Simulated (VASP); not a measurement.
Level of theory: PBE GGA, VASP's PBE PAW potentials (set 64) (plane waves; VASP 6.6.1).

Input for VASP

INCAR:
```
# general
SYSTEM  = In
PREC    = Accurate
ENCUT   = 300
LREAL   = F
LASPH   = T   # aspherical one-centre terms

# electronic loop
EDIFF   = 1E-6   # SCF stop (eV)
NELM    = 100
ALGO    = Normal   # blocked Davidson
LMAXMIX = 4   # l cut-off of mixed one-centre charges

# smearing
ISMEAR  = -1
SIGMA   = 0.136   # width (eV)

# functional
GGA     = PE   # PBE

# ions
ISIF    = 2   # forces and stress, cell fixed

# output
LWAVE   = F
LCHARG  = F
```

POSCAR:
```
In
3.3950880
 -0.4800273218   0.4800273218   0.7342666817
  0.4800273218  -0.4800273218   0.7342666817
  0.4800273218   0.4800273218  -0.7342666817
In
1
Cartesian
  0.0000000000   0.0000000000   0.0000000000
```

### KPOINTS
```
Automatic mesh
0
Gamma
11 11 11
0 0 0
```

POTCAR, in this order: In_d (PBE.64 set). Program: vasp_std.

### Question
What will the output report for the number of irreducible k-points (NKPTS), largest plane-wave count, number of space-group operations, FFT grid (NGX, NGY, NGZ)?

### Answer

```
Quantity                                       Value
--------------------------------------  ------------
number of irreducible k-points (NKPTS)           126
largest plane-wave count                         335
number of space-group operations                  16
FFT grid (NGX, NGY, NGZ)                20 × 20 × 20
```

The structure comes from a computed database's In entry; how it stands against other phases isn't given here. The cell was not relaxed at this level.
